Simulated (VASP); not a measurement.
# Ta4NiO11 (P2/m) in VASP: settings compared

Aim: see how the results for Ta4NiO11 move with the level of theory and the settings. Levels: PBE, LDA, PBEsol. Tasks: relaxation of cell and atoms.

Program: VASP 6.6.1. These are calculated values, not measurements. Logs are shortened: lines on timing, memory, paths and dates and some standing lists are left out, and cuts for length are marked.

### Step 1. Starting point

Symmetry: P2/m, No. 10, monoclinic system. Conventional cell: a = 4.771 Å, b = 5.825 Å, c = 7.518 Å, α = 90.00°, β = 105.26°, γ = 90.00°. Around Ta (site symmetry m) lie 4 O at 1.89 to 2.01 Å. Ta (site symmetry m) is surrounded by 5 O at 1.89 to 1.98 Å. Ni (site symmetry 2/m) has 4 O at 1.94 Å as nearest neighbours. O (site symmetry 1) has 1 Ta at 1.93 Å and 1 Ni at 1.94 Å as nearest neighbours. O (site symmetry 1) has 2 Ta at 1.93 to 1.98 Å as nearest neighbours. O (site symmetry 2/m) has 2 Ta at 2.01 Å as nearest neighbours. O (site symmetry 2/m) has 2 Ta at 1.89 Å as nearest neighbours. Around O (site symmetry 2/m) lie 2 Ta at 1.89 Å.

The cell was built by a generator and needn't be a form met in nature.

### Step 2. Relaxation of cell and atoms, PBE, collinear spin, ferromagnetic start

File INCAR:

```
SYSTEM = Ta4NiO11
PREC = Accurate
ENCUT = 600
EDIFF = 1E-6
ISMEAR = -1
SIGMA = 0.05
LREAL = .False.
LASPH = .True.
NELM = 100
ALGO = Normal
ISIF = 3
LWAVE = .False.
LCHARG = .False.
ISPIN = 2
MAGMOM = 0 0 0 0 1 0 0 0 0 0 0 0 0 0 0 0
LORBIT = 11
LMAXMIX = 4
GGA = PE
IBRION = 2
NSW = 40
EDIFFG = -0.01
KPAR = 4
```

File KPOINTS:

```
regular mesh
0
Gamma
  6 5 4
  0 0 0
```

File POSCAR:

```
Ta4NiO11
1.0
    4.7708900000      0.0000000000      0.0051300000
    0.0000000000      5.8245400000      0.0000000000
   -1.9862800000      0.0000000000      7.2505100000
Ta Ni O
4 1 11
Direct
    0.6133900000      0.5000000000      0.7604200000
    0.3866100000      0.5000000000      0.2395800000
    0.1661500000      0.0000000000      0.7987500000
    0.8338500000      0.0000000000      0.2012500000
    0.5000000000      0.0000000000      0.5000000000
    0.3327800000      0.7991300000      0.6505300000
    0.6672200000      0.7991300000      0.3494700000
    0.9004700000      0.2578600000      0.8071800000
    0.0995300000      0.2578600000      0.1928200000
    0.6672200000      0.2008700000      0.3494700000
    0.3327800000      0.2008700000      0.6505300000
    0.0995300000      0.7421400000      0.1928200000
    0.9004700000      0.7421400000      0.8071800000
    0.5000000000      0.5000000000      0.0000000000
    0.5000000000      0.0000000000      0.0000000000
    0.5000000000      0.5000000000      0.5000000000
```

Potentials or basis: VASP PAW PBE potentials, release 64 (Ta_pv, Ni, O).

Run with:

```
cat potpaw_PBE.64/Ta_pv/POTCAR potpaw_PBE.64/Ni/POTCAR potpaw_PBE.64/O/POTCAR > POTCAR
mpirun -np 4 vasp_std > vasp.out
```

OUTCAR:

```text
SYSTEM = Ta4NiO11
   PREC = Accurate
   ENCUT = 600
   EDIFF = 1E-6
   ISMEAR = -1
   LREAL = .False.
   LASPH = .True.
   NELM = 100
   ISIF = 3
   ISPIN = 2
   LORBIT = 11
   GGA = PE
   IBRION = 2
   NSW = 40
   EDIFFG = -0.01

 ion  position               nearest neighbor table
   1  0.613  0.500  0.760-  16 1.89  13 1.93   8 1.93  14 2.01  11 2.22   6 2.22
   2  0.387  0.500  0.240-  16 1.89  12 1.93   9 1.93  14 2.01  10 2.22   7 2.22
   3  0.166  0.000  0.799-  15 1.89  11 1.93   6 1.93  13 1.98   8 1.98   5 3.08
   4  0.834  0.000  0.201-  15 1.89  10 1.93   7 1.93  12 1.98   9 1.98   5 3.08
   5  0.500  0.000  0.500-   6 1.94   7 1.94  10 1.94  11 1.94   3 3.08   4 3.08
   6  0.333  0.799  0.651-   3 1.93   5 1.94   1 2.22
   7  0.667  0.799  0.349-   4 1.93   5 1.94   2 2.22
   8  0.900  0.258  0.807-   1 1.93   3 1.98
   9  0.100  0.258  0.193-   2 1.93   4 1.98
  10  0.667  0.201  0.349-   4 1.93   5 1.94   2 2.22
  11  0.333  0.201  0.651-   3 1.93   5 1.94   1 2.22
  12  0.100  0.742  0.193-   2 1.93   4 1.98
  13  0.900  0.742  0.807-   1 1.93   3 1.98
  14  0.500  0.500  0.000-   1 2.01   2 2.01
  15  0.500  0.000  0.000-   3 1.89   4 1.89
  16  0.500  0.500  0.500-   1 1.89   2 1.89

  LATTYP: Found a simple monoclinic cell.
 ALAT       =     4.7708927581
 B/A-ratio  =     1.2208490728
 C/A-ratio  =     1.5757343173
 COS(beta)  =    -0.2631780021

  Lattice vectors:

 A1 = (   4.7708900000,   0.0000000000,   0.0051300000)
 A2 = (   0.0000000000,   5.8245400000,   0.0000000000)
 A3 = (  -1.9862800000,   0.0000000000,   7.2505100000)

Analysis of symmetry for initial positions (statically):
=====================================================================
 Subroutine PRICEL returns:
 Original cell was already a primitive cell.

 Routine SETGRP: Setting up the symmetry group for a
 simple monoclinic supercell.

 Subroutine GETGRP returns: Found  4 space group operations
 (whereof  4 operations were pure point group operations)
 out of a pool of  4 trial point group operations.

The static configuration has the point symmetry C_2h.

Analysis of symmetry for dynamics (positions and initial velocities):
=====================================================================
 Subroutine PRICEL returns:
 Original cell was already a primitive cell.

 Routine SETGRP: Setting up the symmetry group for a
 simple monoclinic supercell.

 Subroutine GETGRP returns: Found  4 space group operations
 (whereof  4 operations were pure point group operations)
 out of a pool of  4 trial point group operations.

The dynamic configuration has the point symmetry C_2h.

Analysis of structural, dynamic, and magnetic symmetry:
=====================================================================
 Subroutine PRICEL returns:
 Original cell was already a primitive cell.

 Routine SETGRP: Setting up the symmetry group for a
 simple monoclinic supercell.

 Subroutine GETGRP returns: Found  4 space group operations
 (whereof  4 operations were pure point group operations)
 out of a pool of  4 trial point group operations.

The overall configuration has the point symmetry C_2h.

 Subroutine INISYM returns: Found  4 space group operations
 (whereof  4 operations are pure point group operations),
 and found     1 'primitive' translations

----------------------------------------------------------------------------------------

                                     Primitive cell

  volume of cell :     201.5383

  direct lattice vectors                    reciprocal lattice vectors
     4.770890000  0.000000000  0.005130000     0.209542772  0.000000000  0.057404323
     0.000000000  5.824540000  0.000000000     0.000000000  0.171687378  0.000000000
    -1.986280000  0.000000000  7.250510000    -0.000148259  0.000000000  0.137880717

  length of vectors
     4.770892758  5.824540000  7.517659443     0.217263503  0.171687378  0.137880796

  position of ions in fractional coordinates (direct lattice)
     0.613390000  0.500000000  0.760420000
     0.386610000  0.500000000  0.239580000
     0.166150000  0.000000000  0.798750000
[... 107 lines left out ...]
   NSW    =     40    number of steps for IOM
   IBRION =      2    ionic relax: 0-MD 1-quasi-New 2-CG
   NFREE  =      1    steps in history (QN), initial steepest desc. (CG)
   ISIF   =      3    stress and relaxation
   ISYM   =      2    0-nonsym 1-usesym 2-fastsym
   POTIM  = 0.5000    time-step for ionic-motion
   TEBEG  =    0.0;   TEEND  =   0.0 temperature during run
   PSTRESS=    0.0 pullay stress
   NELECT =     120.0000    total number of electrons
   NUPDOWN=      -1.0000    fix difference up-down
   EMIN   =  10.00;   EMAX   =-10.00  energy-range for DOS
   EFERMI =   0.00;   METHOD = LEGACY
   ISMEAR =    -1;   SIGMA  =   0.05  broadening in eV -4-tet -1-fermi 0-gaus
   EFERMI_NEDOS =   21; number of points for ismear=-14 and -15
   IALGO  =     38    algorithm
   IMIX   =      4    mixing-type and parameters
     AMIX     =   0.40;   BMIX     =  1.00
     AMIX_MAG =   1.60;   BMIX_MAG =  1.00
  volume/ion in A,a.u.               =      12.60        85.00
  Fermi-wavevector in a.u.,A,eV,Ry     =   1.377260  2.602645 25.808162  1.896846
  Thomas-Fermi vector in A             =   2.502430
   LORBIT       =     11    0 simple, 1 ext, 2 COOP (PROOUT), +10 PAW based schemes
   GGA     = PE    functional components
   LHFCALC =     F    Hartree Fock is set to
   AEXX    =    0.0000 exact exchange contribution
   IVDW    =     0    specifies the selected vdW correction
   LEPSILON=     F    determine dielectric tensor
   LRPA    =     F    only Hartree local field effects (RPA)
 conjugate gradient relaxation of ions
 spin polarized calculation
  energy-cutoff  :      600.00
  volume of cell :      201.54
 maximum number of plane-waves:      6750
 NGX is ok and might be reduce to    40
   NGX = 19   NGY = 23   NGZ = 29

--------------------------------------- Ionic step        1  -------------------------------------------

 number of electron     120.0000003 magnetization       0.0000225

 number of electron     120.0000003 magnetization      -0.0000271

 Free energy of the ion-electron system (eV)
  ---------------------------------------------------
  ext. energy  EPLUGINS =         0.00000000
  ---------------------------------------------------
  free energy    TOTEN  =      -144.37863524 eV

  energy without entropy =     -144.37855598  energy(sigma->0) =     -144.37859561

------------------------ aborting loop because EDIFF is reached ----------------------------------------

  FORCE on cell =-STRESS in cart. coord.  units (eV):
  Direction    XX          YY          ZZ          XY          YZ          ZX
  --------------------------------------------------------------------------------------
  -------------------------------------------------------------------------------------
  Total        0.8491339      0.8436200      0.8930217      0.0000000      0.0000000     -0.2221542
  in kB        6.7503965      6.7065620      7.0992928      0.0000000      0.0000000     -1.7660685
  external PRESSURE =       6.8520838 kB  Pullay stress =       0.0000000 kB
[... 133 lines left out ...]
  FREE ENERGIE OF THE ION-ELECTRON SYSTEM (eV)
  ---------------------------------------------------
  free  energy   TOTEN  =      -144.3803734157 eV

  energy  without entropy=     -144.3802880305  energy(sigma->0) =     -144.38033072

[... ionic steps 4 to 12 ...]

--------------------------------------- Ionic step       13  -------------------------------------------

 number of electron     120.0000002 magnetization      -0.0000000

------------------------ aborting loop because EDIFF is reached ----------------------------------------
[... 95 lines left out ...]
--------------------------------------- Ionic step       15  -------------------------------------------

 number of electron     120.0000002 magnetization      -0.0000000

 Free energy of the ion-electron system (eV)
  ---------------------------------------------------
  ext. energy  EPLUGINS =         0.00000000
  ---------------------------------------------------
  free energy    TOTEN  =      -144.38122474 eV

  energy without entropy =     -144.38112420  energy(sigma->0) =     -144.38117447

 E-fermi :   3.5036     XC(G=0): -10.6340

 val. band max:        3.0627629801   @ k =  -0.0000   0.4000   0.5000
 cond. band min:       3.8544240478   @ k =   0.5000   0.4000   0.5000
 fundamental gap:      0.7916610677
 Fermi energy:         3.5036249022

 spin component 1

 k-point     1 :       0.0000    0.0000    0.0000
  band No.  band energies     occupation
      1     -32.6916      1.00000
      2     -32.6018      1.00000
      3     -32.5989      1.00000
      4     -32.5872      1.00000
      5     -32.5742      1.00000
      6     -32.5657      1.00000
[... 1789 lines left out ...]
     71       7.2291      0.00000
     72       7.5435      0.00000

 [... further k-points ...]

 spin component 2

 k-point     1 :       0.0000    0.0000    0.0000
  band No.  band energies     occupation
      1     -32.6916      1.00000
      2     -32.6018      1.00000
      3     -32.5989      1.00000
      4     -32.5872      1.00000
      5     -32.5742      1.00000
      6     -32.5657      1.00000
[... 1789 lines left out ...]
     71       7.2291      0.00000
     72       7.5435      0.00000

 [... further k-points ...]

 [bands above 72 left out]

------------------------ aborting loop because EDIFF is reached ----------------------------------------

  FORCE on cell =-STRESS in cart. coord.  units (eV):
  Direction    XX          YY          ZZ          XY          YZ          ZX
  --------------------------------------------------------------------------------------
  -------------------------------------------------------------------------------------
  Total        0.0631846      0.1334019      0.0440288      0.0000000      0.0000000      0.0251678
  in kB        0.5016477      1.0591314      0.3495620      0.0000000      0.0000000      0.1998173
  external PRESSURE =       0.6367803 kB  Pullay stress =       0.0000000 kB
[... 31 lines left out ...]
  FREE ENERGIE OF THE ION-ELECTRON SYSTEM (eV)
  ---------------------------------------------------
  free  energy   TOTEN  =      -144.3812247369 eV

  energy  without entropy=     -144.3811242032  energy(sigma->0) =     -144.38117447

 reached required accuracy - stopping structural energy minimisation

 total charge

# of ion       s       p       d       tot
------------------------------------------
    1        0.335   6.303   2.079   8.717
    2        0.335   6.303   2.079   8.717
    3        0.359   6.316   2.215   8.890
    4        0.359   6.316   2.215   8.890
    5        0.389   0.424   8.323   9.137
    6        1.567   3.480   0.000   5.047
[... 8 lines left out ...]
   15        1.566   3.547   0.000   5.113
   16        1.580   3.548   0.000   5.129
--------------------------------------------------
tot         19.013  64.147  16.912 100.072

 magnetization (x)

# of ion       s       p       d       tot
------------------------------------------
    1       -0.000  -0.000   0.000   0.000
    2       -0.000  -0.000   0.000   0.000
    3       -0.000  -0.000  -0.000  -0.000
    4       -0.000  -0.000  -0.000  -0.000
    5       -0.000  -0.000  -0.000  -0.000
    6       -0.000   0.000   0.000   0.000
[... 8 lines left out ...]
   15        0.000  -0.000   0.000  -0.000
   16       -0.000  -0.000   0.000  -0.000
--------------------------------------------------
tot         -0.000   0.000  -0.000  -0.000
```

Run time: 42 min. Hardware: 4 MPI ranks of Intel Xeon Platinum 8488C (Sapphire Rapids), shared host; peak memory 1.2 GiB.

What came out:

```
Free energy                                           : -144.3812 eV
Relaxed volume                                        : 12.61 Å³/atom
Relaxed cell                                          : a = 4.774 Å, b = 5.820 Å, c = 7.535 Å, α = 90.00°, β = 105.43°, γ = 90.00°
Space group after relaxing (to 0.05 Å)                : P2/m (No. 10)
Energy gained by relaxing                             : 0.2 meV/atom
Ionic steps                                           : 15
Pressure after relaxing                               : 0.1 GPa
Largest force after relaxing                          : 0.010 eV/Å
Band gap on the k mesh                                : 0.79 eV, indirect (least direct gap 0.85 eV)
Net moment                                            : 0.00 μB per cell
Valence electrons inside the program's atomic spheres : Ta 8.72, 8.89; Ni 9.14; O 5.05, 5.07, 5.03, 5.11, 5.13
```

Forces on the atoms (eV/Å):
```
Ta  -0.004  0.000 -0.009
Ta   0.004  0.000  0.009
Ta  -0.005  0.000  0.004
Ta   0.005  0.000 -0.004
Ni   0.000  0.000  0.000
O   -0.001 -0.007 -0.006
O    0.001 -0.007  0.006
O   -0.006  0.008  0.002
O    0.006  0.008 -0.002
O    0.001  0.007  0.006
O   -0.001  0.007 -0.006
O    0.006 -0.008 -0.002
O   -0.006 -0.008  0.002
O    0.000  0.000  0.000
O    0.000  0.000  0.000
O    0.000  0.000  0.000
```

The path:
```csv
step,energy change (eV),largest force (eV/Å),pressure (GPa),volume (Å³)
1,0.0000,0.1249,0.69,201.54
2,0.0058,0.2688,-1.49,203.11
3,-0.0017,0.0618,-0.04,202.05
4,-0.0020,0.0407,-0.09,202.06
5,-0.0020,0.0432,-0.11,202.06
6,-0.0023,0.0355,-0.06,201.99
7,-0.0025,0.0186,0.03,201.81
8,-0.0025,0.0209,0.05,201.79
9,-0.0025,0.0195,0.05,201.80
10,-0.0026,0.0166,-0.01,201.83
11,-0.0026,0.0206,-0.04,201.84
12,-0.0026,0.0121,0.02,201.81
13,-0.0026,0.0107,-0.01,201.81
14,-0.0026,0.0121,0.04,201.79
15,-0.0026,0.0096,0.06,201.80
```

Final structure:
```
Ta Ni O
1.0
     4.77399    0.00000   -0.00318
     0.00000    5.82009    0.00000
    -2.00020    0.00000    7.26425
Ta Ni O
4 1 11
Direct
  0.61140 0.50000 0.76035
  0.38860 0.50000 0.23965
  0.16506 0.00000 0.79877
  0.83494 0.00000 0.20123
  0.50000 0.00000 0.50000
  0.33281 0.79872 0.65064
  0.66719 0.79872 0.34936
  0.90062 0.25790 0.80742
  0.09938 0.25790 0.19258
  0.66719 0.20128 0.34936
  0.33281 0.20128 0.65064
  0.09938 0.74210 0.19258
  0.90062 0.74210 0.80742
  0.50000 0.50000 0.00000
  0.50000 0.00000 0.00000
  0.50000 0.50000 0.50000
```

Caveat: spin-orbit coupling is left out, which moves the levels of the heavy elements; an odd mesh through Γ misses points on the zone boundary, where band edges often lie.

(Part 1 of 2 ends here.)
